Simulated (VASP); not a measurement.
Computed with PBE GGA + U (Dudarev), VASP's PBE PAW potentials (set 64) (plane waves; VASP).

VASP ran on this input.

KPOINTS:
```
Automatic
0
Gamma
9 9 9
0.5 0.5 0.5
```

### POSCAR
```
FeO
1.0
  4.4265590000   2.2132800000   2.2132800000
  2.2132800000   4.4265590000   2.2132800000
  2.2132800000   2.2132800000   4.4265590000
Fe O
2 2
Cartesian
  0.0000000000   0.0000000000   0.0000000000
  4.4265595000   4.4265595000   4.4265595000
  2.2132797500   2.2132797500   2.2132797500
  6.6398392500   6.6398392500   6.6398392500
```

### INCAR
```
LORBIT  =  11   ! lm-projected
LMAXMIX  =  4
SYSTEM  =  FeO
LREAL  =  F
ENCUT  =  400   ! plane-wave cut-off (eV)
PREC  =  Accurate
LASPH  =  T
LDAU  =  T
ISIF  =  2   ! forces and stress, cell fixed
ALGO  =  Normal   ! blocked Davidson
EDIFF  =  1E-6
LDAUL  =  2 -1
LCHARG  =  F
LDAUU  =  2.0 0
ISPIN  =  2   ! spin-polarised
MAGMOM  =  4.0 -4.0 0.0 0.0
NELM  =  100
LDAUJ  =  0 0
SIGMA  =  0.05
GGA  =  PE   ! PBE
ISMEAR  =  0   ! Gaussian
LWAVE  =  F
LDAUTYPE  =  2   ! Dudarev
```

POTCAR, in this order: Fe O (PBE.64 set). Program: vasp_std.

The resulting files:

### OUTCAR
```
 ion  position               nearest neighbor table
   1  0.000  0.000  0.000-   4 2.21   4 2.21   3 2.21   3 2.21   4 2.21   3 2.21
   2  0.500  0.500  0.500-   3 2.21   3 2.21   4 2.21   4 2.21   3 2.21   4 2.21
   3  0.250  0.250  0.250-   1 2.21   1 2.21   2 2.21   2 2.21   1 2.21   2 2.21
   4  0.750  0.750  0.750-   2 2.21   2 2.21   1 2.21   1 2.21   2 2.21   1 2.21
  LATTYP: Found a trigonal (rhomboedric) cell.
 ALAT       =     5.4214058414
 COS(alpha) =     0.8333334337
 Subroutine PRICEL returns following result:
  LATTYP: Found a face centered cubic cell.
 ALAT       =     4.4265580000
 Subroutine GETGRP returns: Found 12 space group operations
The static configuration has the point symmetry D_3d.
The dynamic configuration has the point symmetry D_3d.
The overall configuration has the point symmetry D_3d.
 Subroutine INISYM returns: Found 12 space group operations
 Subroutine IBZKPT returns following result:
 Found     85 irreducible k-points:

 Following reciprocal coordinates:
            Coordinates               Weight
  0.055556  0.055556  0.055556      2.000000
  0.166667  0.055556  0.055556      6.000000
  0.277778  0.055556  0.055556      6.000000
  0.388889  0.055556  0.055556      6.000000
  0.500000  0.055556  0.055556      6.000000
 -0.388889  0.055556  0.055556      6.000000
 -0.277778  0.055556  0.055556      6.000000
 -0.166667  0.055556  0.055556      6.000000
 -0.055556  0.055556  0.055556      6.000000
  0.166667  0.166667  0.055556      6.000000
  0.277778  0.166667  0.055556     12.000000
  0.388889  0.166667  0.055556     12.000000
  0.500000  0.166667  0.055556     12.000000
 -0.388889  0.166667  0.055556     12.000000
 -0.277778  0.166667  0.055556     12.000000
 -0.166667  0.166667  0.055556     12.000000
 -0.055556  0.166667  0.055556     12.000000
  0.277778  0.277778  0.055556      6.000000
  0.388889  0.277778  0.055556     12.000000
  0.500000  0.277778  0.055556     12.000000
 -0.388889  0.277778  0.055556     12.000000
 -0.277778  0.277778  0.055556     12.000000
 -0.166667  0.277778  0.055556     12.000000
 -0.055556  0.277778  0.055556     12.000000
  0.388889  0.388889  0.055556      6.000000
  0.500000  0.388889  0.055556     12.000000
 -0.388889  0.388889  0.055556     12.000000
 -0.277778  0.388889  0.055556     12.000000
 -0.166667  0.388889  0.055556     12.000000
 -0.055556  0.388889  0.055556     12.000000
  0.500000  0.500000  0.055556      6.000000
 -0.388889  0.500000  0.055556     12.000000
 -0.277778  0.500000  0.055556     12.000000
 -0.166667  0.500000  0.055556     12.000000
 -0.055556  0.500000  0.055556      6.000000
 -0.388889 -0.388889  0.055556      6.000000
 -0.277778 -0.388889  0.055556     12.000000
 -0.166667 -0.388889  0.055556     12.000000
 -0.277778 -0.277778  0.055556      6.000000
 -0.166667 -0.277778  0.055556     12.000000
   k-points           NKPTS =     85   k-points in BZ     NKDIM =     85   number of bands    NBANDS=     18
   number of dos      NEDOS =    301   number of ions     NIONS =      4
   total plane-waves  NPLWV =  46656
   dimension x,y,z NGX =    36 NGY =   36 NGZ =   36
   dimension x,y,z NGXF=    72 NGYF=   72 NGZF=   72
   ions per type =               2   2
   PREC   = accura    normal or accurate (medium, high low for compatibility)
   ISTART =      0    job   : 0-new  1-cont  2-samecut
   ICHARG =      2    charge: 1-file 2-atom 10-const
   ISPIN  =      2    spin polarized calculation?
   LNONCOLLINEAR =      F non collinear calculations
   LSORBIT =      F    spin-orbit coupling
   INIWAV =      1    electr: 0-lowe 1-rand  2-diag
   ENCUT  =  400.0 eV  29.40 Ry    5.42 a.u.   8.84  8.84  8.84*2*pi/ulx,y,z
...
```

**OSZICAR**
```
       N       E                     dE             d eps       ncg     rms          rms(c)
DAV:   1     0.233703669795E+03    0.23370E+03   -0.11810E+04  6152   0.151E+03
DAV:   2     0.768756609607E+01   -0.22602E+03   -0.21910E+03  6158   0.373E+02
DAV:   3    -0.316040620923E+02   -0.39292E+02   -0.37873E+02  9668   0.159E+02
DAV:   4    -0.332918924893E+02   -0.16878E+01   -0.16115E+01  8652   0.327E+01
DAV:   5    -0.333300923861E+02   -0.38200E-01   -0.37963E-01  8582   0.419E+00    0.214E+01
DAV:   6    -0.288333717274E+02    0.44967E+01   -0.86853E+01  9990   0.120E+02    0.282E+01
DAV:   7    -0.274954360120E+02    0.13379E+01   -0.10002E+01  9036   0.691E+01    0.127E+01
DAV:   8    -0.276421851188E+02   -0.14675E+00   -0.21068E+00  8180   0.126E+01    0.804E+00
DAV:   9    -0.276165265534E+02    0.25659E-01   -0.51048E-01 10052   0.820E+00    0.128E+00
DAV:  10    -0.276649271834E+02   -0.48401E-01   -0.13200E-01 10062   0.611E+00    0.463E-01
DAV:  11    -0.276712704261E+02   -0.63432E-02   -0.15842E-02  8996   0.202E+00    0.266E-01
DAV:  12    -0.276734517356E+02   -0.21813E-02   -0.33306E-03  9732   0.816E-01    0.136E-01
DAV:  13    -0.276740576814E+02   -0.60595E-03   -0.14646E-03  8612   0.295E-01    0.519E-02
DAV:  14    -0.276740848747E+02   -0.27193E-04   -0.10000E-04  8868   0.163E-01    0.139E-02
DAV:  15    -0.276740871794E+02   -0.23047E-05   -0.67428E-06  7280   0.294E-02    0.800E-03
DAV:  16    -0.276740875467E+02   -0.36734E-06   -0.18062E-06  4096   0.235E-02
   1 F= -.27674088E+02 E0= -.27670524E+02  d E =-.712697E-02  mag=     0.0000
```

**OUTCAR**
```
------------------------ aborting loop because EDIFF is reached ----------------------------------------
  FORCE on cell =-STRESS in cart. coord.  units (eV):
  Direction    XX          YY          ZZ          XY          YZ          ZX
  --------------------------------------------------------------------------------------
  Total       -4.2547061     -4.2547061     -4.2547061      0.5086879      0.5086879      0.5086879
  in kB     -157.1851506   -157.1851506   -157.1851506     18.7928809     18.7928809     18.7928809
  external PRESSURE =    -157.1851506 kB  Pullay stress =       0.0000000 kB
  volume of cell :       43.37
      direct lattice vectors                 reciprocal lattice vectors
     4.426559000  2.213280000  2.213280000     0.338863727 -0.112954593 -0.112954593
     2.213280000  4.426559000  2.213280000    -0.112954593  0.338863727 -0.112954593
     2.213280000  2.213280000  4.426559000    -0.112954593 -0.112954593  0.338863727
 POSITION                                       TOTAL-FORCE (eV/Angst)
 -----------------------------------------------------------------------------------
      0.00000      0.00000      0.00000         0.000000      0.000000      0.000000
      4.42656      4.42656      4.42656         0.000000     -0.000000      0.000000
      2.21328      2.21328      2.21328         0.000000      0.000000     -0.000000
      6.63984      6.63984      6.63984        -0.000000     -0.000000     -0.000000
 -----------------------------------------------------------------------------------
    total drift:                                0.000000      0.000000      0.000000
  FREE ENERGIE OF THE ION-ELECTRON SYSTEM (eV)
  ---------------------------------------------------
  free  energy   TOTEN  =       -27.6740875467 eV

  energy  without entropy=      -27.6669605742  energy(sigma->0) =      -27.67052406

 total charge

# of ion       s       p       d       tot
------------------------------------------
    1        0.267   0.309   6.058   6.635
    2        0.267   0.309   6.058   6.635
    3        1.583   3.416   0.000   4.999
    4        1.583   3.416   0.000   4.999
--------------------------------------------------
tot          3.701   7.450  12.117  23.267

 magnetization (x)

# of ion       s       p       d       tot
------------------------------------------
    1        0.009   0.007   3.602   3.619
    2       -0.009  -0.007  -3.602  -3.619
    3        0.000   0.000   0.000   0.000
    4        0.000   0.000   0.000   0.000
--------------------------------------------------
tot          0.000   0.000   0.000   0.000
```
(Selected blocks of OUTCAR.)

At this cut-off the stress carries a Pulay error, which pulls relaxed volumes low.

The structure is a typed FeO crystal. The cell was not relaxed at this level. The run is one of a series of settings (LDAUU = 2.0 0 against the base run), some of them coarse on purpose. A gapless solution with U can be a metastable orbital state.
